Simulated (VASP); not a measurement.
Wanted: an ASE script for a VASP 6.6.1 run.

```
Task                   : single point
Functional             : PBEsol
Potentials or basis    : VASP PAW PBE potentials, release 64 (Lu_3, Ge_d), 4f in core
Cutoff                 : 600 eV
k mesh                 : 4 × 7 × 7
Occupations            : gaussian, width 0.02 eV
Spin                   : no spin polarisation
Further INCAR settings : ALGO = Normal; EDIFF = 1.00e-07; NBANDS = 38
```

Crystal: Lu2Ge3.

```
Lu Ge
1.0
     6.84883    0.00000    0.00000
     0.00000    2.16350    3.77106
     0.00000   -2.16350    3.77106
Lu Ge
2 3
Direct
  0.27077 0.00004 0.00004
  0.72923 0.00004 0.00004
  0.00000 0.33361 0.33361
  0.50000 0.33318 0.33318
  0.00000 0.66651 0.66651
```

The cell comes from a database or a generator and needn't be the stable form of this composition.

One way to write it, as run:

run.py

```python
from ase import Atoms
from ase.calculators.vasp import Vasp
from ase.dft.bandgap import bandgap

atoms = Atoms(
    ['Lu', 'Lu', 'Ge', 'Ge', 'Ge'],
    cell=[[6.848828, 0.0, 0.0], [0.0, 2.1634980004, 3.7710640006], [0.0, -2.1634980004, 3.7710640006]],
    scaled_positions=[[0.270774, 4.4e-05, 4.4e-05], [0.729226, 4.4e-05, 4.4e-05], [0.0, 0.333609, 0.333609], [0.5, 0.333177, 0.333177], [0.0, 0.666508, 0.666508]],
    pbc=True,
)
calc = Vasp(
    directory='calc',
    xc='pbesol',
    pp='PBE',
    setups={'base': 'minimal', 'Lu': '_3', 'Ge': '_d'},
    prec='Accurate',
    encut=600,
    ediff=1e-07,
    ismear=0,
    sigma=0.02,
    lreal=False,
    lasph=True,
    nelm=100,
    algo='Normal',
    isif=2,
    lwave=False,
    lcharg=True,
    lelf=True,
    lvhar=True,
    kpts=[4, 7, 7],
    gamma=True,
    nbands=38,
)
atoms.calc = calc

print('energy (eV):', atoms.get_potential_energy())
print('free energy (eV):', atoms.get_potential_energy(force_consistent=True))
print('forces (eV/A):')
print(atoms.get_forces())
print('stress (eV/A^3, Voigt):', atoms.get_stress())
print('Fermi level (eV):', calc.get_fermi_level())
gap, top, bottom = bandgap(calc)
print('band gap (eV):', gap, 'from (spin, k, band)', top, 'to', bottom)
```

Potentials or basis: VASP PAW PBE potentials, release 64 (Lu_3, Ge_d), 4f in core.

Command:

```console
$ python run.py
```

It gave:

```yaml
Pressure: -2.4 GPa
Largest_force: 0.177 eV/Å
Band_gap_on_the_k_mesh: none (metal or under the smearing width)
```

Caveat: the PAW data sets were made with another functional, which shifts forces and pressure a little.

It took 3 min on 1 thread of Intel(R) Xeon(R) 6975P-C (Granite Rapids) (shared host), peak memory 0.38 GiB.
